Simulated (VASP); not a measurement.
A convergence study with VASP on Ni3Fe (space group Pm-3m): one setting is varied, all else stays as given below, so the limit is that of these other settings.

```xyz
4
Lattice="3.5394 0.0000 0.0000 0.0000 3.5394 0.0000 0.0000 0.0000 3.5394" Properties=species:S:1:pos:R:3 pbc="T T T"
Fe     0.0000     0.0000     0.0000
Ni     0.0000     1.7697     1.7697
Ni     1.7697     0.0000     1.7697
Ni     1.7697     1.7697     0.0000
```
Starting moments (μB, in the order of the record's atoms Fe Ni Ni Ni): 3.0 0.5 0.5 0.5.

Computed with PBE GGA, VASP's PBE PAW potentials (set 64) (plane waves; VASP 6.6.1). The tightest run used: 450 eV cut-off, 9×9×9 Γ-centred mesh, Gaussian smearing of 0.10 eV, potentials Fe Ni.

**Question.** The settings run are ENCUT = 150; ENCUT = 180; ENCUT = 210; ENCUT = 255; ENCUT = 300; ENCUT = 360; ENCUT = 450. From which on does the highest Γ mode stay within 5 cm⁻¹ of the tightest run?

**Answer.** From ENCUT = 255 on: it is off by 2.3 there and by no more than 5 in any finer run, while ENCUT = 210 is off by 50.3.
```
setting      highest Γ mode (cm⁻¹)  plane waves  difference judged (cm⁻¹)
-----------  ---------------------  -----------  ------------------------
ENCUT = 150                  431.3          191                     162.1
ENCUT = 180                  354.5          256                      85.3
ENCUT = 210                  218.9          315                      50.3
ENCUT = 255                  266.9          437                       2.3
ENCUT = 300                  268.6          533                       0.6
ENCUT = 360                  268.4          711                       0.8
ENCUT = 450                  269.2          973                       0.0
```

Left out are rungs that failed or repeat a setting and relaxations that didn't move; long series are thinned to 24 rows.

The structure is a typed Ni3Fe crystal (space group no. 221). The cell was not relaxed at this level.
